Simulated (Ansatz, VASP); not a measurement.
# BN in two plane-wave programs, part 2 of 2

One calculation is typed for both programs; each brings its own data sets. How far apart do they land? The cell is taken from a series of runs on this material, whose earlier steps may have relaxed, scaled, displaced or heated it; both programs get it as it stands.

VASP 6.6.1 and Ansatz 0.2.0.

So far: Starting point; VASP: zone-centre phonons, LDA.

## (3) Ansatz: zone-centre phonons, LDA

Level of this step: Ansatz beside VASP: Kohn-Sham DFT, plane waves, LDA (Ansatz).

Ansatz runs on its PAW soft_1 files.

The same cell, functional (in two slightly different forms) and mesh now go to Ansatz, which takes its cutoff from its data sets.

input.yaml reads:

```yaml
crystal:
  lattice:
    - [0.0, 1.8192735655, 1.8192735655]
    - [1.8192735655, 0.0, 1.8192735655]
    - [1.8192735655, 1.8192735655, 0.0]
  atoms:
    - { symbol: B, position: [0.0, 0.0, 0.0] }
    - { symbol: "N", position: [0.75, 0.75, 0.75] }
kpoints:
  mp_grid: { grid: [12, 12, 12] }
hamiltonian:
  xc: lda
  pseudopotentials: { kind: paw, azcp: { folder: soft_1 }, xc_functional: pbe }
scf:
  occupations: { method: fixed }
  lower_state_search: "off"
output:
  eigenvalues: true
phonons:
  method: dfpt
  dielectric: true
  rigid_motions: translations
  qmesh: [4, 4, 4]
  temperatures: { t_max: 1000, t_step: 50 }
  qpath:
    path:
      - [[0.0, 0.0, 0.0], [-0.5, -0.5, 0.0], [-0.375, -0.375, 0.25]]
      - [[-0.375, 0.0, 0.375], [0.0, 0.0, 0.0], [0.0, 0.0, 0.5], [-0.5, -0.25, 0.25], [-0.5, -0.5, 0.0]]
    npoints: 10
```

The run is started by

```console
ansatz run input.yaml --threads 8 --pin off --max-ram 16384MiB --backend cpu --events-out ev --progress --plain --runs-dir out
```

Numbers of over 12 decimals in the logs are rounded to 6 here.

What it wrote:

```text
Warning: phonons: the dynamical matrix that this run interpolates holds no multipole term above the dipole-dipole one, and a site of this crystal is no centre of inversion, so its interpolated transverse optical and acoustic branches and sound speeds can stay off near Gamma, and the density of states and the thermodynamics with them. What a run solves at a wave vector of phonons.qpoints, Gamma apart, where the deck admits one, is free of this, and under fd what a larger phonons.supercell samples
Engine: ansatz 0.2.0, aarch64-unknown-linux-gnu
Pseudopotentials: kind: paw
Pseudopotential: B, paw, valence charge 3, recommended cutoff 420 eV (normal), soft_1/B.paw.azcp
Pseudopotential: N, paw, valence charge 5, recommended cutoff 420 eV (normal), soft_1/N.paw.azcp
Functional definition: SPW92
  exchange = slater_x
  correlation = pw_c
Crystal: 2 atoms, lattice volume = 12.043 Å³
Basis set: ecut = 420 eV, 259 PW (Γ), exchange–correlation on 36×36×36 points (8 copies of the dense FFT grid, shifted against one another)
Bands: 8, of which v1, the nominal top of the filled ones, is band 4 counted from 1 (3 counted from 0)
Symmetry: 24 space group operations
k-points: 280 of 1728 (irreducible under 4 space group operations, time reversal used)
Non-local potential: B, projectors of the file, l = 0: 2, l = 1: 2, l = 2: 1
Non-local potential: N, projectors of the file, l = 0: 2, l = 1: 2, l = 2: 1
PAW form: soft (Blöchl's): semilocal exchange-correlation on the pseudo side does not see the compensation charge
PAW frozen core: B, regenerated for the run's functional, and the local potential with it (the file was generated under x = pbe(κ = 0.804, μ = 0.219515), c = pbe(β = 0.066725))
PAW frozen core: N, regenerated for the run's functional, and the local potential with it (the file was generated under x = pbe(κ = 0.804, μ = 0.219515), c = pbe(β = 0.066725))
PAW one-centre angular grid: B, 110 points (default); XC on 64 Gauss nodes
PAW one-centre angular grid: N, 110 points (default); XC on 64 Gauss nodes
Initial density: superposition of atomic densities (chi_scale 0.1, normalization cell, long waves kept (reshape's long-wave potential 0.00 eV rms))
Initial wavefunctions: pseudopotential atomic-orbital guess
Functional: x = slater, c = lda
SCF iter   1: F=—  HF=-527.136256 eV  |F-HF|=—  |Δ(HF+E_count)|=         —  Δρ=1.39e-1  dr2=1.89e0  ethr=3.10e-3  ⟨swp⟩=3.9  Hψ=12637  notcnv=0  defer=475
preconditioner: auto → none  [insulator: Δε(μ)=5.731 eV  Ē_g=19.935 eV  n_scr=0 (ndim 8)  ℏωp=30.3 eV  f_vac=0.000  ε∞_Penn≈3.3]
SCF iter   2: F=—  HF=-526.519761 eV  |F-HF|=—  |Δ(HF+E_count)|=   6.16e-1  Δρ=6.31e-2  dr2=2.69e-1  ethr=3.10e-3  ⟨swp⟩=2.0  Hψ=6555  notcnv=0  defer=82
SCF iter   3: F=—  HF=-526.447728 eV  |F-HF|=—  |Δ(HF+E_count)|=   7.20e-2  Δρ=2.16e-2  dr2=3.46e-2  ethr=3.10e-3  ⟨swp⟩=3.0  Hψ=3950  notcnv=0  defer=456
SCF iter   4: F=—  HF=-526.437896 eV  |F-HF|=—  |Δ(HF+E_count)|=   9.83e-3  Δρ=2.79e-3  dr2=3.27e-4  ethr=4.32e-4  ⟨swp⟩=3.0  Hψ=3936  notcnv=0  defer=535
SCF iter   5: F=—  HF=-526.437872 eV  |F-HF|=—  |Δ(HF+E_count)|=   2.46e-5  Δρ=1.75e-4  dr2=1.71e-6  ethr=4.09e-6  ⟨swp⟩=3.0  Hψ=3609  notcnv=0  defer=543
SCF iter   6: F=—  HF=-526.437872 eV  |F-HF|=—  |Δ(HF+E_count)|=   5.10e-7  Δρ=1.51e-5  dr2=6.04e-9  ethr=2.14e-8  ⟨swp⟩=2.5  Hψ=3353  notcnv=0  defer=44
SCF iter   7: F=—  HF=-526.437872 eV  |F-HF|=—  |Δ(HF+E_count)|=   7.84e-8  Δρ=6.75e-7  dr2=3.73e-11  ethr=1.25e-12  ⟨swp⟩=4.7  Hψ=11445  notcnv=0
SCF iter   8: F=-526.437872 eV  HF=-526.437872 eV  |F-HF|=1.14e-13  |Δ(HF+E_count)|=  9.55e-12  Δρ=6.42e-8  dr2=2.39e-13  ethr=1.00e-12  ⟨swp⟩=4.0  Hψ=8730  notcnv=0
SCF 1 converged in 8 iterations: F = -526.437872 eV  dr2 = 2.39e-13
  greatest PAW one-centre occupation: 0.779 electrons in one spin orbital (limit 2), on the N atom at site 1 (counted from 0), in its partial waves of l = 0
NSCF: frozen V_eff on 1 k-points
DFPT response loops at Γ: preconditioner auto → none (the input reference at scf.mixing.eps_inf says where Resta's filter doesn't serve); β = 0.50; Broyden in place of MSR1
NSCF: frozen V_eff on 72 k-points
NSCF: frozen V_eff on 1872 k-points
DFPT response loops at q = (0, 0, 0.25) (fractional): mixed as the last ones told, above
NSCF: frozen V_eff on 952 k-points
DFPT response loops at q = (0, 0, -0.5) (fractional): mixed as the last ones told, above
NSCF: frozen V_eff on 1020 k-points
DFPT response loops at q = (0, 0.25, 0.25) (fractional): mixed as the last ones told, above
NSCF: frozen V_eff on 3456 k-points
DFPT response loops at q = (0, 0.25, -0.5) (fractional): mixed as the last ones told, above
NSCF: frozen V_eff on 1872 k-points
DFPT response loops at q = (0, 0.25, -0.25) (fractional): mixed as the last ones told, above
NSCF: frozen V_eff on 560 k-points
DFPT response loops at q = (0, -0.5, -0.5) (fractional): mixed as the last ones told, above
NSCF: frozen V_eff on 1020 k-points
DFPT response loops at q = (0.25, -0.5, -0.25) (fractional): mixed as the last ones told, above
SCF converged after 8 iterations
Free energy (F): -526.437872 eV
Harris-Foulkes:  -526.437872 eV  (|F-HF|=1.14e-13)
Internal energy: -526.437872 eV  (E = F + TS)
E sigma→0 (E₀):  -526.437872 eV
Fermi energy:    10.602162 eV
--- Per-component energies (eV) ---
  E_band       = 23.016913
  E_kinetic    = 182.050695
  E_local      = -162.019517  (includes V_loc(G=0)·N_el)
  E_nonlocal   = 43.910903
  E_hartree    = 49.017014
  E_xc         = -92.058984
  E_vxc        = -114.259186  (∫ρ·V_xc dr)
  E_paw        = -191.399422  (= ΣΔE_a)
  E_vpaw       = -24.700904  (= ΣTr[D̂ρ^β])
  E_aug_tail   = 0.000897  (compensation charges beyond the density's cutoff)
  E_ewald      = -356.065336
  E_core_change = 0.125878  (= ΣΔE_core)
  E_smearing   = -0.000000  (= −TS)
  E_closure    = 0.000000  (closes the sum)
  Σ components = -526.437872   (vs F -526.437872, Δ=0.00e0)
--- Band table (eV; the first three rows and the last of 280) ---
  k-point 0: bands = ["-9.2537", "10.6022", "10.6022", "10.6022", "19.2016", "19.2016", "19.2016", "20.7014"]
  k-point 1: bands = ["-9.0865", "9.7096", "10.4245", "10.4245", "19.4015", "19.4694", "19.4694", "21.2539"]
  k-point 2: bands = ["-8.5909", "7.6508", "9.9912", "9.9912", "19.7145", "20.0921", "20.0921", "22.5395"]
  k-point 279: bands = ["-3.3943", "3.1811", "3.7255", "4.1789", "19.9577", "23.5841", "24.7347", "24.9569"]
--- Phonons (Γ-DFPT): 2 representative perturbations + reference, on 280 of 1728 k-points (Σ response iterations 6) ---
  k mesh reduced under 4 symmetry operations, with k and −k counted as one. Each operation leaves every solved perturbation unchanged. A smaller set is not considered because the run solves the response to a homogeneous field
  ASR residual: 3.747e-6 → 0.000e0 eV/Å²; symmetrization residual: 3.873e-7 eV/Å²
  ASR residual per site (eV/Å²): 1.68e-6 3.75e-6
  Γ frequencies (cm⁻¹): 0.00 0.00 0.00 1003.59 1003.59 1003.59
  ε∞ (high-frequency dielectric tensor):
        4.613227     0.000000     0.000000
       -0.000000     4.613227     0.000000
        0.000000     0.000000     4.613227
  ε⁰ (static dielectric tensor: ions relaxed, cell fixed):
        7.015001     0.000000     0.000000
       -0.000000     7.015001     0.000000
        0.000000     0.000000     7.015001
  ε⁰ − ε∞ (ionic part):
        2.401774     0.000000     0.000000
        0.000000     2.401774     0.000000
        0.000000     0.000000     2.401774
  softest optical mode at Γ: 1003.59 cm⁻¹; the repairs (sum rule, projections) moved no ω² at Γ by more than (0.36 cm⁻¹)²
  Born effective charges Z* (e; rows j = field, columns β = displacement):
    site 0:
         1.90058   -0.00000    0.00000
         0.00000    1.90058   -0.00000
        -0.00000   -0.00000    1.90058
    site 1:
        -1.90058    0.00000   -0.00000
        -0.00000   -1.90058    0.00000
         0.00000    0.00000   -1.90058
  Z* charge neutrality: 1.657e-7 e pre-enforcement
  k-mesh period / interband length: 30.9 Å / 1.31 Å = 23.62 at k = (0.0000, 0.0000, 0.0000), direct gap 8.599 eV — 14 or more, which is no proof of convergence
  optical modes at Γ without the LO–TO term, one row a degenerate level:
      ω (cm⁻¹)  modes    IR ((D/Å)²/amu)
       1003.59      3            40.9763
  optical modes at Γ + LO–TO along q̂ = [1.0000, 0.0000, 0.0000]:
      ω (cm⁻¹)  modes    IR ((D/Å)²/amu)
       1003.59      2            27.3175
       1237.57      1            13.6588
  optical modes at Γ + LO–TO along q̂ = [0.0000, 1.0000, 0.0000]:
      ω (cm⁻¹)  modes    IR ((D/Å)²/amu)
       1003.59      2            27.3175
       1237.57      1            13.6588
  optical modes at Γ + LO–TO along q̂ = [0.0000, 0.0000, 1.0000]:
      ω (cm⁻¹)  modes    IR ((D/Å)²/amu)
       1003.59      2            27.3175
       1237.57      1            13.6588
--- Phonons (arbitrary-q DFPT): 8 irreducible q on the 4×4×4 mesh ---
  q = [0.0000, 0.0000, 0.0000] (star 1, of the zone-centre solve; hermiticity 3.43e-8, symmetrization 2.35e-15): -0.00 -0.00 -0.00 1003.59 1003.59 1003.59
  q = [0.0000, 0.0000, 0.2500] (star 8, 2 solved perturbations on 936 of 1728 k-point pairs; hermiticity 8.52e-9, symmetrization 7.46e-15): 347.09 347.09 601.81 970.42 970.42 1205.70
  q = [0.0000, 0.0000, -0.5000] (star 4, 2 solved perturbations on 476 of 1728 k-point pairs; hermiticity 2.57e-9, symmetrization 8.50e-15): 482.68 482.68 920.69 939.01 939.01 1112.60
  q = [0.0000, 0.2500, 0.2500] (star 6, 4 solved perturbations in 1608 linear systems a pass and spin channel, the states on 510 of 1728 k-point pairs; hermiticity 1.45e-8, symmetrization 3.36e-15): 458.39 458.39 626.60 952.51 952.51 1215.29
  q = [0.0000, 0.2500, -0.5000] (star 24, 4 solved perturbations in 5328 linear systems a pass and spin channel, the states on 1728 of 1728 k-point pairs; hermiticity 1.68e-8, symmetrization 5.49e-15): 595.21 700.95 851.01 900.11 941.28 1091.05
  q = [0.0000, 0.2500, -0.2500] (star 12, 4 solved perturbations in 2892 linear systems a pass and spin channel, the states on 936 of 1728 k-point pairs; hermiticity 1.33e-8, symmetrization 6.07e-15): 526.17 669.43 753.16 915.28 979.34 1107.01
  q = [0.0000, -0.5000, -0.5000] (star 3, 4 solved perturbations in 886 linear systems a pass and spin channel, the states on 280 of 1728 k-point pairs; hermiticity 2.52e-8, symmetrization 2.09e-15): 695.89 695.89 851.32 851.32 974.68 1118.85
  q = [0.2500, -0.5000, -0.2500] (star 6, 4 solved perturbations in 1544 linear systems a pass and spin channel, the states on 510 of 1728 k-point pairs; hermiticity 1.55e-8, symmetrization 9.63e-15): 765.22 790.43 841.10 925.10 943.41 955.75
  sum rule: each row above includes the acoustic sum rule's correction from the zone centre's row sums; it moved no ω² by more than (0.27 cm⁻¹)²
  mesh force constants: q→R imaginary residual 2.00e-18; ASR residual 3.747e-6 → 0.000e0 eV/Å²; symmetrization residual 2.842e-14 eV/Å²
  interpolated dispersion: 63 rows × 6 modes
  density of states and harmonic sums: on the 32×32×32 q-mesh, interpolated from the force constants of a 4×4×4 supercell (with the dipole–dipole term)
  largest difference from the sums on the solved wave vectors: F 5.51e-3 eV, S 9.65e-6 and C_V 3.94e-6 eV/K
  zero-point energy: 0.305039 eV/cell   skipped modes (ω ≤ 0): 3   left out of the sums: 1.53e-5 of the cell's modes: C_V's classical limit lies that fraction below 3 k_B per atom; for a crystal, a wire or a layer, F and S can be off by more, and a phonons.interpolated_qmesh denser along its periods is the remedy for the sampling
```

Reading the cycles: dr2 is the Hartree energy of the density residual (eV), the measure of convergence; HF is the Harris–Foulkes estimate of the energy, which meets the free energy F at convergence.

## (4) Side by side

Known differences besides the potentials themselves: fixed occupations in Ansatz, narrow Gaussian smearing in VASP; VASP's run holds the zone centre alone; the cutoff is 420 eV in Ansatz and 600 eV in VASP; VASP's log shows a relativistic correction to its local exchange, Ansatz's none. Total energies have different zeros and are not compared.

Compared:

```tsv
quantity	Ansatz	VASP	difference
ε∞ xx	4.61	4.61	+0.13 %
ε∞ yy	4.61	4.61	+0.13 %
ε∞ zz	4.61	4.61	+0.13 %
Born charge of B1 (mean of the diagonal) (e)	1.90	1.90	0.00
Born charge of N2 (mean of the diagonal) (e)	-1.90	-1.90	0.00
optical mode 1 to 3 (cm⁻¹)	1003.6	1008.0	-0.44 %
```

Modes are paired by rising frequency, not by their patterns, so a pair may set unlike modes beside each other; they are those without the splitting of longitudinal modes.

## (5) Outcome

| Property | Result |
| --- | --- |
| r.m.s. difference of the optical zone-centre modes, each program's sorted by frequency (zone-centre phonons, LDA) | 4.4 cm⁻¹ |

**Reading.** The r.m.s. difference of the optical zone-centre modes, each program's sorted by frequency is 4.4 cm⁻¹ (zone-centre phonons, LDA). How closely two codes agree says nothing of how well the functional describes the real material.

[Lines on the potential files, build, host, timing and source positions are cut from VASP's logs without a mark.]

[Logs are printed without paths, hosts, clocks, repeated set-up lines and the standing remarks that a program may print on its own settings, such as how far it seeks lower states.]

[Hosts, paths, dates, database ids (printed as entryN), source tags and the programs' standing remarks are cut or masked in the printed files.]
